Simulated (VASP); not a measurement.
Data:

```
Cu
1.0
    0.00000     1.78241     1.78241
    1.78241     0.00000     1.78241
    1.78241     1.78241     0.00000
Cu
1
Cartesian
  1.78241   0.00000   1.78241
```

Method: PBEsol GGA, VASP's PBE PAW potentials (set 64) (plane waves; VASP). Numerical set-up: 500 eV cut-off, 17×17×17 Γ-centred mesh, first-order Methfessel-Paxton smearing of 0.10 eV, potentials Cu.

Energy and stress use the plane-wave basis of the starting cell.

The ions, cell shape and volume at an external pressure of 5.0 GPa are relaxed. Predict the relaxed structure.

```
Cu
1.0
    0.00000     1.76664     1.76664
    1.76664     0.00000     1.76664
    1.76664     1.76664     0.00000
Cu
1
Direct
  0.00000   0.00000   0.00000
```
Space group Fm-3m (225), at a tolerance of 0.03 Å.

How do energy and volume change from the first to the last step?

The energy (σ→0) changes by +4.7 meV/atom and the volume by -2.6 %, in 3 ionic steps.

The compound is Cu in the fcc structure. This run relaxes it under an external pressure of 5 GPa. Symmetry was kept, so distortions that lower it aren't found.
